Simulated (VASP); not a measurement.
Energy against volume of SrTiO3 (cubic perovskite). Level of theory: RPBE GGA, VASP's PBE PAW potentials (set 64) (plane waves; VASP).

```tsv
V (Å³/atom)	E (eV/atom)
11.833	-7.59847
12.210	-7.61730
12.588	-7.62321
12.966	-7.61814
13.343	-7.60369
```

Q: Fit a third-order Birch-Murnaghan equation of state.

A: 
- volume per atom = 12.59 Å³/atom
- bulk modulus = 155 GPa
- pressure derivative of the bulk modulus = 4.36
- lattice constant a = 3.978 Å

Measured: a 3.890 Å at 0 K (computed value off by +2.3 %), as given by D. I. Bilc et al., Physical Review B (2008), arXiv:0805.0753 [cubic phase extrapolated to 0 K].

The compound is SrTiO3 in the cubic perovskite structure, the ideal cubic form; the compound distorts at low or room temperature. It was relaxed first, which changed the volume by +6 %.
